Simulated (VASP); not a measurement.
Computed with PBEsol GGA with spin-orbit coupling, VASP's PBE PAW potentials (set 64) (plane waves; VASP).

Input for VASP

**INCAR**
```
SYSTEM = Sb
PREC = Accurate; ENCUT = 400; LREAL = .FALSE.
LASPH = .TRUE.
EDIFF = 1E-6; NELM = 100; ALGO = Normal
LMAXMIX = 4
ISMEAR = 0; SIGMA = 0.05
GGA = PS; GGA_COMPAT = .FALSE.
MAGMOM = 6*0; LSORBIT = .TRUE.
LWAVE = .FALSE.; LCHARG = .FALSE.
```

**KPOINTS_OPT**
```
k-points along high-symmetry lines
8
Line-mode
Reciprocal
  0.000000   0.000000   0.000000 ! GAMMA
  0.500000   0.000000   0.500000 ! X

  0.500000   0.000000   0.500000 ! X
  0.625000   0.250000   0.625000 ! U

  0.375000   0.375000   0.750000 ! K
  0.000000   0.000000   0.000000 ! GAMMA

  0.000000   0.000000   0.000000 ! GAMMA
  0.500000   0.500000   0.500000 ! L

  0.500000   0.500000   0.500000 ! L
  0.500000   0.250000   0.750000 ! W

  0.500000   0.250000   0.750000 ! W
  0.500000   0.000000   0.500000 ! X
```

**POSCAR**
```
Sb
1
    0.0000000000     3.4498896525     3.4498896525
    3.4498896525     0.0000000000     3.4498896525
    3.4498896525     3.4498896525    -0.0000000000
Sb
2
Direct
  0.7500000000   0.7500000000   0.7500000000
  0.5000000000   0.5000000000   0.5000000000
```

KPOINTS:
```
Automatic mesh
0
Gamma
8 8 8
0 0 0
```

POTCAR, in this order: Sb (PBE.64 set). Program: vasp_ncl.

Predict the energy per atom (σ→0), band gap (over mesh and band path).

```
Item                                                                   Value
----------------------------------  ----------------------------------------
energy per atom (σ→0)                                         -4.227 eV/atom
band gap (over mesh and band path)  none (metal, semimetal or under 0.01 eV)
```

File OSZICAR:
```
...
DAV:   8    -0.845520783714E+01    0.17275E-02   -0.40167E-03  1156   0.383E-01    0.536E-02
DAV:   9    -0.845527568293E+01   -0.67846E-04   -0.30470E-04  1116   0.108E-01    0.892E-03
DAV:  10    -0.845528095503E+01   -0.52721E-05   -0.74408E-06  1222   0.229E-02    0.746E-03
DAV:  11    -0.845528516430E+01   -0.42093E-05   -0.77144E-06  1098   0.173E-02    0.316E-03
DAV:  12    -0.845528523155E+01   -0.67258E-07   -0.54106E-08   648   0.188E-03
   1 F= -.84552852E+01 E0= -.84541789E+01  d E =-.221272E-02  mag=     0.0000    -0.0000     0.0000
       N       E                     dE             ncg
       N       E                     dE             ncg
```

The structure was generated: Sb was put into the diamond type (Fd-3m), which need not be its known phase. It was relaxed first, which changed the volume by +24 %.
